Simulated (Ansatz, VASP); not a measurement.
# One calculation of HfSbAu4, two programs

Contents of INCAR:

```
SYSTEM = HfSbAu4
PREC = Accurate
ENCUT = 520
EDIFF = 1E-6
ISMEAR = 0
SIGMA = 0.1
LREAL = .FALSE.
LASPH = .TRUE.
NELM = 80
ALGO = Normal
ISIF = 2
LWAVE = .FALSE.
LCHARG = .FALSE.
GGA = PE
NBANDS = 38
```

Contents of KPOINTS:

```
Automatic mesh
0
G
  4 4 4
  0 0 0
```

Contents of POSCAR:

```
HfSbAu4
1.0
    0.0000000000      4.0159918000      4.0159918000
    4.0159918000      0.0000000000      4.0159918000
    4.0159918000      4.0159918000      0.0000000000
Hf Sb Au
1 1 4
Direct
    0.5000000000      0.5000000000      0.5000000000
    0.7500000000      0.7500000000      0.7500000000
    0.1291228800      0.1291228800      0.1291228800
    0.1291228800      0.1291228800      0.6126313700
    0.1291228800      0.6126313700      0.1291228800
    0.6126313700      0.1291228800      0.1291228800
```

Input for Ansatz:

```yaml
crystal:
  lattice:
    - [0.0, 4.0159918, 4.0159918]
    - [4.0159918, 0.0, 4.0159918]
    - [4.0159918, 4.0159918, 0.0]
  atoms:
    - { symbol: Hf, position: [0.5, 0.5, 0.5] }
    - { symbol: Sb, position: [0.75, 0.75, 0.75] }
    - { symbol: Au, position: [0.12912288, 0.12912288, 0.12912288] }
    - { symbol: Au, position: [0.12912288, 0.12912288, 0.61263137] }
    - { symbol: Au, position: [0.12912288, 0.61263137, 0.12912288] }
    - { symbol: Au, position: [0.61263137, 0.12912288, 0.12912288] }
basis:
  ecutwfc: 420
kpoints:
  mp_grid: { grid: [4, 4, 4] }
hamiltonian:
  xc: pbe
scf:
  occupations: { method: gaussian, width: 0.1 }
  lower_state_search: "off"
output:
  forces: true
  stress: true
  eigenvalues: true
```

Alike in both runs: task single point; functional PBE; k mesh 4 × 4 × 4; occupations gaussian, width 0.1 eV; no spin polarisation.

|  | VASP | Ansatz |
| --- | --- | --- |
| version | VASP 6.6.1 | Ansatz 0.2.0 |
| potentials or method | VASP PAW PBE potentials, release 64 (Hf_pv, Sb, Au) | scalar-relativistic, plane waves, PAW |
| plane-wave cutoff (eV) | 520 | 420 |
| valence electrons in the cell | 59 | 117 |

```csv
,VASP,Ansatz,Ansatz less VASP
gap on the k mesh at the Fermi level (eV),none,none,-
pressure (GPa),-6.3,-6.0,+0.34
rms of the force components (eV/Å),0.589,0.596,+0.0069
```

Atom by atom the forces differ by 0.007 eV/Å (rms over components). A gap of «none» marks a metal or a gap that the smearing closes. The two sets of potentials don't hold the same shells in valence.

Caveats: forces of over 1 eV/Å show positions far from the minimum, so gaps and moduli don't describe the material at rest. The runs have no spin-orbit coupling, so splittings on Au, Hf, Sb are missing.
